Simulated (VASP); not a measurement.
The input files of a VASP run:

File POSCAR:
```
Ba
1
   -2.5030755854     2.5030755854     2.5030755854
    2.5030755854    -2.5030755854     2.5030755854
    2.5030755854     2.5030755854    -2.5030755854
Ba
1
Direct
  0.0000000000   0.0000000000   0.0000000000
```

### KPOINTS
```
Automatic mesh
0
Gamma
 12 12 12
```

INCAR:
```
! general
SYSTEM  = Ba
PREC    = Accurate
ENCUT   = 520
LREAL   = .FALSE.
LASPH   = .TRUE.

! electronic loop
EDIFF   = 1E-7
NELM    = 100
ALGO    = Normal
LMAXMIX = 4

! smearing
ISMEAR  = -5

! functional
GGA     = 91

! ions
ISIF    = 2

! output
LWAVE   = .FALSE.
LCHARG  = .TRUE.
LORBIT  = 11
NEDOS   = 601
```

POTCAR, in this order: Ba_sv (PBE.64 set). Program: vasp_std.

Problem. Write an equivalent input for Quantum ESPRESSO's pw.x.

Solution. One equivalent input (not run):
```
&CONTROL
  calculation = 'scf'
  pseudo_dir = './pseudo'
  outdir = './out'
  tprnfor = .true.
  tstress = .true.
/
&SYSTEM
  ibrav = 0
  nat = 1
  ntyp = 1
  ecutwfc = 56.6
  occupations = 'tetrahedra'
  input_dft = 'pw91'
/
&ELECTRONS
  conv_thr = 7.3e-09
  electron_maxstep = 100
/
ATOMIC_SPECIES
  Ba 137.327 Ba.upf
CELL_PARAMETERS angstrom
    -2.5030756    2.5030756    2.5030756
     2.5030756   -2.5030756    2.5030756
     2.5030756    2.5030756   -2.5030756
ATOMIC_POSITIONS crystal
  Ba   0.0000000  0.0000000  0.0000000
K_POINTS automatic
  12 12 12 0 0 0
```
Limits of the translation: the potentials are each code's own (VASP's PAW set, PseudoDojo norm-conserving files in pw.x), so ENCUT and ecutwfc are chosen apart and not converted; conv_thr bounds pw.x's estimated SCF error, while EDIFF bounds the energy change between steps.

The compound is Ba in the bcc structure. It was relaxed first.
